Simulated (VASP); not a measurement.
Wanted: the native input for a VASP 6.6.1 run.

```yaml
Task: electric field gradients
Functional: PBE
Potentials_or_basis: VASP PAW PBE potentials, release 64 (Hf_pv, B)
Cutoff: 520 eV
k_mesh: 15 × 15 × 15
Occupations: fermi-dirac, width 0.05 eV
Spin: no spin polarisation
Dipole_correction: no
Further_INCAR_settings: ALGO = Normal; EDIFF = 1e-08; NBANDS = 14
```

The structure of HfB lies in POSCAR:

```
HfB
1.0
    0.0000000000      2.2708398925      2.2708398925
    2.2708398925      0.0000000000      2.2708398925
    2.2708398925      2.2708398925      0.0000000000
Hf B
1 1
Direct
    0.5000000000      0.5000000000      0.5000000000
    0.0000000000      0.0000000000      0.0000000000
```

The cell isn't the ideal one: volume scaled by 0.95, crystal datasets.

These files were run (other wordings do the same):

INCAR

```
  PREC = Accurate
  ENCUT = 520
  EDIFF = 1E-8
  ISMEAR = -1
  SIGMA = 0.05
  LREAL = F
  LASPH = T
  NELM = 100
  ALGO = Normal
  ISIF = 2
  LWAVE = F
  LCHARG = F
  GGA = PE
  LEFG = T
  NBANDS = 14
```

KPOINTS

```
regular mesh
0
Gamma
  15 15 15
```

Potentials or basis: VASP PAW PBE potentials, release 64 (Hf_pv, B).

Run with:

```console
$ cat potpaw_PBE.64/Hf_pv/POTCAR potpaw_PBE.64/B/POTCAR > POTCAR
$ mpirun -np 1 vasp_std > vasp.out
```

Results of the run:

| Item | Value |
| --- | --- |
| Pressure | 46.7 GPa |
| Band gap on the k mesh | none (metal or under the smearing width) |

Caveat: so large a pressure means that the cell lies far from this level's equilibrium, or that cutoff or potentials fall short.

Wall time 12 s on 1 thread of Intel(R) Xeon(R) 6975P-C (Granite Rapids) (shared host), peak memory 0.17 GiB.
